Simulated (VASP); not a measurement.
Si (diamond), at 1.04 of the tabulated volume:

```yaml
crystal:
  lattice:
    - [0.00000, 2.75123, 2.75123]
    - [2.75123, 0.00000, 2.75123]
    - [2.75123, 2.75123, 0.00000]
  atoms:
    - { symbol: Si, position: [0.00000, 0.00000, 0.00000] }
    - { symbol: Si, position: [0.25000, 0.25000, 0.25000] }
```

The lowest empty band near the point 0.84 of the way from Γ to X, direction across the valley's axis, from PBE with spin-orbit coupling in VASP (PAW); its two spin partners are averaged. The gap over the points computed is 0.63 eV, and the next band on that side lies 0.58 eV away at the edge.

Settings: 400 eV cut-off, 9×9×9 Γ-centred mesh, Gaussian smearing of 0.050 eV, potentials Si.

| distance from the edge in k (1/Å) | distance in energy (meV) |
|---|---|
| 0.018 | 6.3 |
| 0.025 | 12.1 |
| 0.035 | 23.6 |
| 0.050 | 47.9 |
| 0.070 | 93.0 |

### Question
Fit E(1 + αE) = ħ²k²/2m* (ħ²/2m0 = 3.810 eV Å²) and predict the row at 0.095 1/Å.

### Answer
Least squares on the energies gives the electron mass m* = 0.197 m0 and α = 0.22 per eV, and so 168.5 meV. The run gave 168.7 meV, +0.2 meV from the fit.

Left out are points under 3 meV from the edge, since the levels carry 0.1 meV, and points farther than half the way to the next band.

The compound is Si in the diamond structure. The cell was not relaxed at this level.
